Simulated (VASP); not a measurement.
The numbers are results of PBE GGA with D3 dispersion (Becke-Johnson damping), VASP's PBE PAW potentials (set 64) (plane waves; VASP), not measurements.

The input files of a VASP run:

**INCAR**
```
SYSTEM  =  TiTe2
PREC  =  Accurate; ENCUT  =  400; LREAL  =  F
LASPH  =  T
EDIFF  =  1E-7; NELM  =  100; ALGO  =  Normal
LMAXMIX  =  4
ISMEAR  =  -5
GGA  =  PE; IVDW  =  12
ISIF  =  2
LWAVE  =  F; LCHARG  =  T; LORBIT  =  11
NEDOS  =  601
```

**POSCAR**
```
TiTe2
3.6927290
  1.0000001036   0.0000000000   0.0000000000
 -0.5000000518   0.8660255062   0.0000000000
  0.0000000000   0.0000000000   1.7231799257
Ti Te
1 2
direct
  0.0000000000   0.0000000000   1.0000000000
  0.6666670000   0.3333330000   0.2720712803
  0.3333330000   0.6666670000   0.7279287197
```

### KPOINTS
```
Automatic
0
gamma
11 11 6
0 0 0
```

POTCAR, in this order: Ti_sv Te (PBE.64 set). Program: vasp_std.

The resulting files:

**OUTCAR**
```
 ion  position               nearest neighbor table
   1  0.000  0.000  0.000-   2 2.75   3 2.75   2 2.75   3 2.75   2 2.75   3 2.75
   2  0.667  0.333  0.272-   1 2.75   1 2.75   1 2.75   3 3.60   3 3.60   3 3.60
   3  0.333  0.667  0.728-   1 2.75   1 2.75   1 2.75   2 3.60   2 3.60   2 3.60
  LATTYP: Found a hexagonal cell.
 ALAT       =     3.6927293827
 C/A-ratio  =     1.7231797472
 Subroutine PRICEL returns:
 Original cell was already a primitive cell.
 Subroutine GETGRP returns: Found 12 space group operations
The static configuration has the point symmetry D_3d.
The dynamic configuration has the point symmetry D_3d.
 Subroutine INISYM returns: Found 12 space group operations
 Subroutine IBZKPT returns following result:
 Found     84 irreducible k-points:

 Following reciprocal coordinates:
            Coordinates               Weight
  0.000000  0.000000  0.000000      1.000000
  0.090909  0.000000  0.000000      6.000000
  0.181818  0.000000  0.000000      6.000000
  0.272727  0.000000  0.000000      6.000000
  0.363636  0.000000  0.000000      6.000000
  0.454545  0.000000  0.000000      6.000000
  0.090909  0.090909  0.000000      6.000000
  0.181818  0.090909  0.000000     12.000000
  0.272727  0.090909  0.000000     12.000000
  0.363636  0.090909  0.000000     12.000000
  0.454545  0.090909  0.000000      6.000000
  0.181818  0.181818  0.000000      6.000000
  0.272727  0.181818  0.000000     12.000000
  0.363636  0.181818  0.000000     12.000000
  0.272727  0.272727  0.000000      6.000000
  0.363636  0.272727  0.000000      6.000000
  0.000000  0.000000  0.166667      2.000000
  0.090909  0.000000  0.166667      6.000000
  0.000000  0.090909  0.166667      6.000000
  0.181818  0.000000  0.166667      6.000000
  0.000000  0.181818  0.166667      6.000000
  0.272727  0.000000  0.166667      6.000000
...
```

**OSZICAR**
```
       N       E                     dE             d eps       ncg     rms          rms(c)
DAV:   1     0.155761474521E+03    0.15576E+03   -0.96725E+03  2696   0.117E+03
DAV:   2    -0.443787124981E+01   -0.16020E+03   -0.15904E+03  3040   0.311E+02
DAV:   3    -0.177842056070E+02   -0.13346E+02   -0.13297E+02  4320   0.837E+01
DAV:   4    -0.181043285371E+02   -0.32012E+00   -0.32020E+00  3368   0.132E+01
DAV:   5    -0.181181860266E+02   -0.13857E-01   -0.13854E-01  4304   0.244E+00    0.126E+01
DAV:   6    -0.182463189618E+02   -0.12813E+00   -0.47586E+01  3640   0.431E+01    0.133E+01
DAV:   7    -0.163330677651E+02    0.19133E+01   -0.33109E+01  3736   0.341E+01    0.501E+00
DAV:   8    -0.161359296342E+02    0.19714E+00   -0.17126E+00  3288   0.950E+00    0.186E+00
DAV:   9    -0.161505916389E+02   -0.14662E-01   -0.17607E-01  3688   0.281E+00    0.129E+00
DAV:  10    -0.161406732735E+02    0.99184E-02   -0.28855E-01  3456   0.371E+00    0.875E-01
DAV:  11    -0.161367912322E+02    0.38820E-02   -0.25190E-02  3392   0.115E+00    0.435E-01
DAV:  12    -0.161367404339E+02    0.50798E-04   -0.60097E-04  3264   0.180E-01    0.263E-01
DAV:  13    -0.161367184428E+02    0.21991E-04   -0.64032E-04  3848   0.171E-01    0.572E-02
DAV:  14    -0.161367176339E+02    0.80894E-06   -0.92586E-06  2840   0.271E-02    0.437E-02
DAV:  15    -0.161367243073E+02   -0.66734E-05   -0.10381E-05  3784   0.240E-02    0.231E-02
DAV:  16    -0.161367335078E+02   -0.92005E-05   -0.92072E-06  3712   0.189E-02    0.210E-03
DAV:  17    -0.161367339597E+02   -0.45189E-06   -0.14775E-07  2008   0.311E-03    0.233E-03
DAV:  18    -0.161367350755E+02   -0.11158E-05   -0.10157E-07  1608   0.267E-03    0.468E-04
DAV:  19    -0.161367348781E+02    0.19746E-06   -0.14023E-08  1448   0.105E-03    0.521E-04
DAV:  20    -0.161367347510E+02    0.12709E-06   -0.33708E-09  1456   0.414E-04    0.391E-04
DAV:  21    -0.161367346517E+02    0.99227E-07   -0.14323E-09  1416   0.319E-04
   1 F= -.17712886E+02 E0= -.17712886E+02  d E =0.000000E+00
```

OUTCAR:
```
------------------------ aborting loop because EDIFF is reached ----------------------------------------
 Edisp (eV)   -1.57615
  FORCE on cell =-STRESS in cart. coord.  units (eV):
  Direction    XX          YY          ZZ          XY          YZ          ZX
  --------------------------------------------------------------------------------------
  Total       0.08730     0.08730    -0.06042     0.00000     0.00000    -0.00000
  in kB       1.86135     1.86135    -1.28830     0.00000     0.00000    -0.00000
  external pressure =        0.81 kB  Pullay stress =        0.00 kB
  volume of cell :       75.15
      direct lattice vectors                 reciprocal lattice vectors
     3.692729383  0.000000000  0.000000000     0.270802406  0.156347839  0.000000000
    -1.846364691  3.197997501  0.000000000     0.000000000  0.312695679  0.000000000
     0.000000000  0.000000000  6.363236484     0.000000000  0.000000000  0.157152732
 POSITION                                       TOTAL-FORCE (eV/Angst)
 -----------------------------------------------------------------------------------
      0.00000      0.00000      0.00000        -0.000000      0.000000      0.000000
      1.84637      1.06600      1.73125        -0.000000      0.000000     -0.014402
     -0.00000      2.13200      4.63198         0.000000     -0.000000      0.014402
 -----------------------------------------------------------------------------------
    total drift:                               -0.000000     -0.000000      0.000000
  FREE ENERGIE OF THE ION-ELECTRON SYSTEM (eV)
  ---------------------------------------------------
  free  energy   TOTEN  =       -17.7128864923 eV

  energy  without entropy=      -17.7128864923  energy(sigma->0) =      -17.71288649

 total charge

# of ion       s       p       d       tot
------------------------------------------
    1        2.167   6.127   1.909  10.202
    2        1.385   2.002   0.045   3.431
    3        1.385   2.002   0.045   3.431
--------------------------------------------------
tot          4.936  10.130   1.999  17.065
```
(Selected blocks of OUTCAR.)

For a metal the tetrahedron method with Blöchl corrections gives inexact stress and forces.

The structure comes from a measured TiTe2 entry (P-3m1) of the Crystallography Open Database, whose conditions weren't checked. It was relaxed first, which changed the volume by -6 %.
